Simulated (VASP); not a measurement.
# HfC with r2SCAN + rVV10: from relaxation to properties, part 2 of 5

Aim: relax HfC, then compute properties on the relaxed cell. Left out of this account: at least 7 further runs (self-consistent run: it repeats an earlier run and gave the same numbers). The start is a cell from a database of measured crystal structures.

VASP 6.6.1; r2SCAN with rVV10; plane waves and PAW (Hf_pv, C).

So far. Step 2 (Full relaxation (r2SCAN + rVV10)): It ends with forces that vanish by symmetry and a pressure of -0.08 GPa. The volume lies -1.4 % from that of the database's start, part of which can be the thermal and zero-point expansion of its experiment.

The database entry behind the starting cell differs from later determinations by our own check (about 0.2 % long), so it need not match the best structure at ambient conditions.

**3. Second relaxation**

The basis stayed that of the start cell while the cell moved. A rerun from the cell reached resets it; the error of the finite cutoff stays.

INCAR reads:

```
SYSTEM = HfC
PREC = Accurate
ENCUT = 520
EDIFF = 1E-06
NELM = 100
ISMEAR = 0
SIGMA = 0.05
LREAL = .FALSE.
ALGO = Normal
METAGGA = R2SCAN
LUSE_VDW = .TRUE.
IVDW_NL = 2
BPARAM = 11.95
CPARAM = 0.0093
LASPH = .TRUE.
NBANDS = 13
LORBIT = 11
LWAVE = .FALSE.
LCHARG = .FALSE.
KPAR = 2
IBRION = 2
NSW = 60
ISIF = 3
EDIFFG = -0.01
```

POSCAR reads:

```
HfC
1.0
    0.0000000000      2.3142792225      2.3142792225
    2.3142792225      0.0000000000      2.3142792225
    2.3142792225      2.3142792225      0.0000000000
Hf C
1 1
Direct
    0.5000000000      0.5000000000      0.5000000000
    0.0000000000      0.0000000000      0.0000000000
```

KPOINTS reads:

```
Automatic mesh
0
Gamma
10 10 10
0 0 0
```

The projector-augmented-wave data sets are Hf_pv and C (PBE family, release 64).

Launch:

```bash
mpirun -np 2 vasp_std
```

The log of the run:

```text
[banner, memory and clock lines left out]
running    2 mpi-ranks, on    1 nodes
 distrk:  each k-point on    1 cores,    2 groups
 distr:  one band on    1 cores,    1 groups

 POSCAR found type information on POSCAR HfC
 POSCAR found :  2 types and       2 ions
 [... a notice as in an earlier step ...]

 [... a notice as in an earlier step ...]

 LDA part: xc-table for (None), standard interpolation
 POSCAR, INCAR and KPOINTS ok, starting setup
 FFT: planning ... GRIDC
 FFT: planning ... GRID_SOFT
 FFT: planning ... GRID
 WAVECAR not read
 entering main loop
       N       E                     dE             d eps       ncg     rms          rms(c)
Total rVV10 correction in eV:      0.1899762    15.3039170
Total rVV10 correction in eV:      0.1899762    15.3039170
DAV:   1    -0.149172879120E+02   -0.14917E+02   -0.81396E+03  1222   0.110E+03
DAV:   2    -0.614166050077E+02   -0.46499E+02   -0.43970E+02  1593   0.217E+02
DAV:   3    -0.629697139799E+02   -0.15531E+01   -0.15449E+01  1490   0.286E+01
DAV:   4    -0.629786245513E+02   -0.89106E-02   -0.89096E-02  1402   0.258E+00
DAV:   5    -0.629787136157E+02   -0.89064E-04   -0.89064E-04  1493   0.224E-01    0.639E+01
Total rVV10 correction in eV:      0.1991565    15.3039171
Total rVV10 correction in eV:      0.1991565    15.3039171
DAV:   6    -0.570056155230E+02    0.59731E+01   -0.91372E+00  1387   0.189E+01    0.420E+01
Total rVV10 correction in eV:      0.1948545    15.3039171
Total rVV10 correction in eV:      0.1948545    15.3039171
DAV:   7    -0.571342471929E+02   -0.12863E+00   -0.51424E-01  1392   0.592E+00    0.205E+01
Total rVV10 correction in eV:      0.1938908    15.3039171
Total rVV10 correction in eV:      0.1938908    15.3039171
DAV:   8    -0.571456251416E+02   -0.11378E-01   -0.24700E-02  1567   0.144E+00    0.366E+00
Total rVV10 correction in eV:      0.1947756    15.3039171
Total rVV10 correction in eV:      0.1947756    15.3039171
DAV:   9    -0.571443652582E+02    0.12599E-02   -0.33865E-03  1442   0.431E-01    0.151E+00
Total rVV10 correction in eV:      0.1952287    15.3039171
Total rVV10 correction in eV:      0.1952287    15.3039171
DAV:  10    -0.571444903362E+02   -0.12508E-03   -0.69184E-04  1402   0.229E-01    0.316E-01
Total rVV10 correction in eV:      0.1952633    15.3039171
Total rVV10 correction in eV:      0.1952633    15.3039171
DAV:  11    -0.571444908216E+02   -0.48540E-06   -0.20657E-05  1553   0.441E-02    0.287E-01
Total rVV10 correction in eV:      0.1952239    15.3039171
Total rVV10 correction in eV:      0.1952239    15.3039171
DAV:  12    -0.571444940882E+02   -0.32666E-05   -0.16859E-05  1417   0.339E-02    0.360E-03
Total rVV10 correction in eV:      0.1952251    15.3039171
Total rVV10 correction in eV:      0.1952251    15.3039171
DAV:  13    -0.571444943970E+02   -0.30878E-06   -0.79372E-07   841   0.824E-03
Total rVV10 correction in eV:      0.1952304    15.3039171
Total rVV10 correction in eV:      0.1952304    15.3039171
Total rVV10 correction in eV:      0.1952325    15.3039171
Total rVV10 correction in eV:      0.1952325    15.3039171
   1 F= -.57144494E+02 E0= -.57144468E+02  d E =-.571445E+02
 curvature:   0.00 expect dE= 0.000E+00 dE for cont linesearch  0.000E+00
 trial: gam= 0.00000 g(F)=  0.542E-60 g(S)=  0.885E-05 ort = 0.000E+00 (trialstep = 0.100E+01)
 search vector abs. value=  0.885E-05
 reached required accuracy - stopping structural energy minimisation
```

Wall time 49 s (2 MPI ranks of Intel Xeon Platinum 8488C (Sapphire Rapids), shared host); peak memory 0.42 GiB.

From OUTCAR (step 3):

```text
  LATTYP: Found a face centered cubic cell.
 ALAT       =     4.6285584450

The static configuration has the point symmetry O_h .

 Found     47 irreducible k-points:

   ENCUT  =  520.0 eV  38.22 Ry    6.18 a.u.   6.09  6.09  6.09*2*pi/ulx,y,z

   NELECT =      14.0000    total number of electrons

 E-fermi :   6.0710

 k-point     1 :       0.0000    0.0000    0.0000
  band No.  band energies     occupation
      1     -24.6656      2.00000
      2     -24.6656      2.00000
      3     -24.6656      2.00000
      4      -7.1182      2.00000
      5       7.0121      0.00000
      6       7.0121      0.00000
      7       7.0121      0.00000
      8       7.6256      0.00000
      9       7.6256      0.00000
    ...

 k-point     2 :       0.1000    0.0000    0.0000
  band No.  band energies     occupation
    ...
      3     -24.6723      2.00000
      4      -6.8581      2.00000
      5       5.6300      2.00000
      6       5.9873      1.98213
      7       5.9873      1.98212
      8       8.0351      0.00000
      9       8.0351      0.00000
     10       8.3908      0.00000
     11      10.7483      0.00000
     12      10.7483      0.00000
    ...

  Total       -0.0110587     -0.0110587     -0.0110587     -0.0000000     -0.0000000      0.0000000
  in kB       -0.7147247     -0.7147247     -0.7147247     -0.0000000     -0.0000000      0.0000000
  external PRESSURE =      -0.7147247 kB  Pullay stress =       0.0000000 kB

  energy-cutoff  :      520.00
  volume of cell :       24.79
      direct lattice vectors                 reciprocal lattice vectors
     0.000000000  2.314279223  2.314279223    -0.216049989  0.216049989  0.216049989
     2.314279223  0.000000000  2.314279223     0.216049989 -0.216049989  0.216049989
     2.314279223  2.314279223  0.000000000     0.216049989  0.216049989 -0.216049989

 POSITION                                       TOTAL-FORCE (eV/Angst)
 -----------------------------------------------------------------------------------
      2.31428      2.31428      2.31428        -0.000000     -0.000000     -0.000000
      0.00000      0.00000      0.00000         0.000000      0.000000      0.000000
 -----------------------------------------------------------------------------------
    total drift:                                0.000000     -0.000000      0.000000

  FREE ENERGIE OF THE ION-ELECTRON SYSTEM (eV)
  ---------------------------------------------------
  free  energy   TOTEN  =       -57.1444943970 eV

  energy  without entropy=      -57.1444406933  energy(sigma->0) =      -57.14446755

 total charge
# of ion       s       p       d       tot
------------------------------------------
    1        0.320   6.652   1.654   8.626
    2        0.884   1.531   0.000   2.415
--------------------------------------------------
tot          1.205   8.183   1.654  11.041

[... 5 parts as in an earlier step ...]

[... 6 further parts left out ...]
```

Little changed from the start: no atom moved by 0.005 Å and no cell edge by 0.1 %.

This step gave:

```
free energy (TOTEN)             : -57.1445 eV
pressure                        : -0.07147 GPa
SCF cycles over all ionic steps : 13
```

It ends with forces that vanish by symmetry and a pressure of -0.07 GPa. The volume moved by under 0.01 %: the run met its threshold at the first step.

**4. Single point with fields (r2SCAN + rVV10)**

A single point on the relaxed cell gives a clean self-consistent state, with density, ELF and potential written out.

Edit INCAR of step 3 so:

```diff
@@ -18,7 +18,5 @@
 LWAVE = .FALSE.
-LCHARG = .FALSE.
-KPAR = 2
-IBRION = 2
-NSW = 60
-ISIF = 3
-EDIFFG = -0.01
+LCHARG = .TRUE.
+ISIF = 2
+LELF = .TRUE.
+LVHAR = .TRUE.
```

POSCAR is that of step 3.

KPOINTS is that of step 3.

Launch:

```bash
mpirun -np 2 vasp_std
```

The log of the run:

```text
[banner, memory and clock lines left out]
running    2 mpi-ranks, on    1 nodes
 distrk:  each k-point on    2 cores,    1 groups
 distr:  one band on    1 cores,    2 groups

 POSCAR found type information on POSCAR HfC
 POSCAR found :  2 types and       2 ions
 [... a notice as in an earlier step ...]

 [... a notice as in an earlier step ...]

 LDA part: xc-table for (None), standard interpolation
|                                                                             |
|           W    W    AA    RRRRR   N    N  II  N    N   GGGG   !!!           |
|           W    W   A  A   R    R  NN   N  II  NN   N  G    G  !!!           |
|           W    W  A    A  R    R  N N  N  II  N N  N  G       !!!           |
|           W WW W  AAAAAA  RRRRR   N  N N  II  N  N N  G  GGG   !            |
|           WW  WW  A    A  R   R   N   NN  II  N   NN  G    G                |
|           W    W  A    A  R    R  N    N  II  N    N   GGGG   !!!           |
|                                                                             |
|     The number of bands has been changed from the values supplied in        |
|     The orbitals not found in the WAVECAR file will be initialized with     |
|     random numbers, which is usually adequate. For correlated               |
|     calculations, however, you should redo the groundstate calculation.     |
|     I found NBANDS = 13. Now, NBANDS = 14.                                  |
|                                                                             |

 POSCAR, INCAR and KPOINTS ok, starting setup
 FFT: planning ... GRIDC
 FFT: planning ... GRID_SOFT
 FFT: planning ... GRID
 WAVECAR not read
 entering main loop
       N       E                     dE             d eps       ncg     rms          rms(c)
Total rVV10 correction in eV:      0.1899762    15.3039170
DAV:   1    -0.142358782080E+02   -0.14236E+02   -0.80457E+03  1324   0.102E+03
DAV:   2    -0.614407826231E+02   -0.47205E+02   -0.44266E+02  1654   0.209E+02
DAV:   3    -0.629713203255E+02   -0.15305E+01   -0.15253E+01  1604   0.272E+01
DAV:   4    -0.629786618203E+02   -0.73415E-02   -0.73410E-02  1538   0.232E+00
DAV:   5    -0.629787144344E+02   -0.52614E-04   -0.52607E-04  1710   0.174E-01    0.639E+01
Total rVV10 correction in eV:      0.1991569    15.3039171
DAV:   6    -0.569993295823E+02    0.59794E+01   -0.80151E+00  1436   0.176E+01    0.421E+01
Total rVV10 correction in eV:      0.1947741    15.3039171
DAV:   7    -0.571339936975E+02   -0.13466E+00   -0.57119E-01  1628   0.574E+00    0.205E+01
Total rVV10 correction in eV:      0.1937342    15.3039171
DAV:   8    -0.571457367409E+02   -0.11743E-01   -0.29472E-02  1604   0.140E+00    0.367E+00
Total rVV10 correction in eV:      0.1947218    15.3039171
DAV:   9    -0.571443472851E+02    0.13895E-02   -0.39320E-03  1520   0.423E-01    0.162E+00
Total rVV10 correction in eV:      0.1951892    15.3039171
DAV:  10    -0.571444873626E+02   -0.14008E-03   -0.63155E-04  1556   0.207E-01    0.135E-01
Total rVV10 correction in eV:      0.1952593    15.3039171
DAV:  11    -0.571444881822E+02   -0.81953E-06   -0.32444E-05  1616   0.494E-02    0.298E-01
Total rVV10 correction in eV:      0.1952225    15.3039171
DAV:  12    -0.571444934616E+02   -0.52794E-05   -0.15937E-05  1556   0.310E-02    0.799E-03
Total rVV10 correction in eV:      0.1952241    15.3039171
DAV:  13    -0.571444944365E+02   -0.97493E-06   -0.68721E-07   874   0.732E-03
Total rVV10 correction in eV:      0.1952302    15.3039171
Total rVV10 correction in eV:      0.1952328    15.3039171
   1 F= -.57144494E+02 E0= -.57144468E+02  d E =-.537219E-04
```

It took 34 s on 2 MPI ranks; peak memory 0.34 GiB.

Parts of OUTCAR (step 4):

```text
The static configuration has the point symmetry O_h .

 Found     47 irreducible k-points:

   k-points           NKPTS =     47   k-points in BZ     NKDIM =     47   number of bands    NBANDS=     14

   NELECT =      14.0000    total number of electrons

 E-fermi :   6.0710

 k-point     1 :       0.0000    0.0000    0.0000
  band No.  band energies     occupation
      1     -24.6656      2.00000
      2     -24.6656      2.00000
      3     -24.6656      2.00000
      4      -7.1183      2.00000
      5       7.0121      0.00000
      6       7.0121      0.00000
      7       7.0121      0.00000
      8       7.6256      0.00000
      9       7.6256      0.00000
    ...

 k-point     2 :       0.1000    0.0000    0.0000
  band No.  band energies     occupation
    ...
      3     -24.6724      2.00000
      4      -6.8581      2.00000
      5       5.6300      2.00000
      6       5.9873      1.98212
      7       5.9873      1.98212
      8       8.0351      0.00000
      9       8.0351      0.00000
     10       8.3908      0.00000
     11      10.7483      0.00000
     12      10.7483      0.00000
    ...

  Total       -0.0111855     -0.0111855     -0.0111855      0.0000000      0.0000000      0.0000000
  in kB       -0.7229194     -0.7229194     -0.7229194      0.0000000      0.0000000      0.0000000
  external PRESSURE =      -0.7229194 kB  Pullay stress =       0.0000000 kB

 POSITION                                       TOTAL-FORCE (eV/Angst)
 -----------------------------------------------------------------------------------
      2.31428      2.31428      2.31428        -0.000000      0.000000      0.000000
      0.00000      0.00000      0.00000         0.000000     -0.000000      0.000000
 -----------------------------------------------------------------------------------
    total drift:                                0.000000     -0.000000      0.000000

  FREE ENERGIE OF THE ION-ELECTRON SYSTEM (eV)
  ---------------------------------------------------
  free  energy   TOTEN  =       -57.1444944365 eV

  energy  without entropy=      -57.1444407146  energy(sigma->0) =      -57.14446758

[... 8 parts as in an earlier step ...]

[... 5 further parts left out ...]
```

This step gave:

```
SCF cycles : 13
bands      : 14
pressure   : -0.07229 GPa
```

Valence electrons inside each PAW sphere by angular momentum. Sphere charges, by row:

```csv
atom,s (e),p (e),d (e),tot (e)
Hf1,0.32,6.652,1.654,8.626
C2,0.884,1.531,0,2.415
```

Electrostatic potential energy in the ac plane of the conventional cell at fractional y = 0.000, with atoms of Hf and C within 0.2 Å of it. With pseudopotentials it is smooth inside the atoms' cores, unlike the true potential.

Values in eV, 13 rows by 14 columns, each cell a mean:
```
-33 -35  -6  -4 -12 -18 -22 -24 -20 -15  -8  -3 -18 -39
-21  -9  -1  -2  -8 -14 -17 -18 -16 -12  -5  -1  -3 -16
 -4  -3   0   0  -3  -7 -10 -11  -9  -5  -1   0  -1  -4
-10  -9  -5  -1   0  -1  -4  -4  -3   0   0  -3  -7 -10
-18 -16 -11  -4   0  -3 -15 -20  -8  -1  -2  -8 -14 -17
-23 -20 -15  -8  -3 -17 -39 -33 -34  -6  -4 -12 -18 -22
-25 -21 -15  -8  -4 -25 -33 -16 -40  -8  -5 -12 -19 -24
-21 -18 -14  -6  -2  -9 -33 -37 -22  -3  -3 -10 -16 -20
-14 -13  -9  -3   0  -1  -5  -7  -3   0  -1  -6 -11 -14
 -7  -5  -2   0  -1  -3  -6  -7  -5  -2   0  -1  -4  -6
 -7  -3   0  -1  -5 -11 -14 -14 -13  -8  -3   0  -1  -5
-36 -21  -3  -3 -10 -16 -20 -21 -18 -13  -6  -2  -9 -32
-17 -40  -8  -5 -12 -19 -24 -25 -21 -15  -8  -4 -24 -34
```
Columns run along a (4.6 Å; values clipped at the 3rd and 97th percentile), rows up along c (4.6 Å), edges of the conventional cell, whose origin can differ from the input's. Atoms in or near the plane, at fractional coordinates: Hf at (0.50, 0.00), Hf at (0.00, 0.50), C at (0.00, 0.00), C at (0.50, 0.50).

ELF in the ac plane of the conventional cell at fractional y = 0.000, with atoms of Hf and C within 0.2 Å of it. It is the smooth field of the valence electrons, not physical close to the nuclei.

Ten even steps from '0' (0.02) to '9' (0.78), each cell a mean:
```
48953511353795
99942455522799
66531234212466
43124666653123
54227999984145
13537964895352
03538931795450
35427987994253
54126899873124
43322344332234
88731245312688
79942543442798
17954500253893
```
Columns run along a (4.6 Å), rows up along c (4.6 Å), edges of the conventional cell, whose origin can differ from the input's. Atoms in or near the plane, at fractional coordinates: Hf at (0.50, 0.00), Hf at (0.00, 0.50), C at (0.00, 0.00), C at (0.50, 0.50).

Valence density in the ac plane of the conventional cell at fractional y = 0.000, with atoms of Hf and C within 0.2 Å of it. It is the smooth field of the valence electrons, not physical close to the nuclei.

Ten even steps from '_' (0.2 e/Å³) to '@' (3.6 e/Å³), each cell a mean:
```
==--..__..++%%@@##--__..::==
::..______::==++--..____..::
..__________....____________
..____________..__________..
++--..____..::::..______::==
@@##--__..::====--..__..++%%
@@%%--__..--==----..__..**@@
%%++::____::----::..____--##
--..________......______..::
____________________________
....______..::--..________..
--::..____--####++::____..--
----..__..**@@@@%%--__..::==
```
Columns run along a (4.6 Å), rows up along c (4.6 Å), edges of the conventional cell, whose origin can differ from the input's. Atoms in or near the plane, at fractional coordinates: Hf at (0.50, 0.00), Hf at (0.00, 0.50), C at (0.00, 0.00), C at (0.50, 0.50).

In this run the pressure is -0.07 GPa, small enough to go on; single stress components reach 0.07 GPa.

[end of part 2 of 5]

[Lines on the potential files, build, host, timing and source positions are cut from VASP's logs without a mark.]

[Logs are printed without paths, hosts, clocks, repeated set-up lines and the standing remarks that a program may print on its own settings, such as how far it seeks lower states.]

[Hosts, paths, dates, database ids (printed as entryN), source tags and the programs' standing remarks are cut or masked in the printed files.]

[A measured line is paired with the nearest computed mode of its activity, which favours agreement.]

[In band tables of VASP the shares of atoms and orbitals are scaled to a sum of 1 inside the atoms' spheres.]
